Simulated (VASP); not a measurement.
Consider the following.

```
AgI
1.0
    0.00000     3.16721     3.16721
    3.16721     0.00000     3.16721
    3.16721     3.16721     0.00000
Ag I
1 1
Direct
  0.00000   0.00000   0.00000
  0.25000   0.25000   0.25000
```

These are PBE GGA, VASP's PBE PAW potentials (set 64) (plane waves; VASP) values and carry that method's errors. Settings: 480 eV cut-off, 6×6×6 Γ-centred mesh, Gaussian smearing of 0.050 eV, potentials Ag I.

Unless said otherwise, spin-orbit coupling is left out, though it shifts the bands of the heavy elements here.

What does the run give for the energy per atom (σ→0), pressure, band gap (on the k-mesh) with the smallest direct gap where there is one?

* **band gap (on the k-mesh)**: 1.34 eV
* **smallest direct gap (on the k-mesh)**: 1.34 eV
* **energy per atom (σ→0)**: -2333 meV/atom
* **pressure**: 5.03 GPa

Only differences to runs with the same potentials and settings are physical.

The compound is AgI in the zinc blende structure, whereas wurtzite is the usual form. It was relaxed first under an external pressure of 5 GPa.
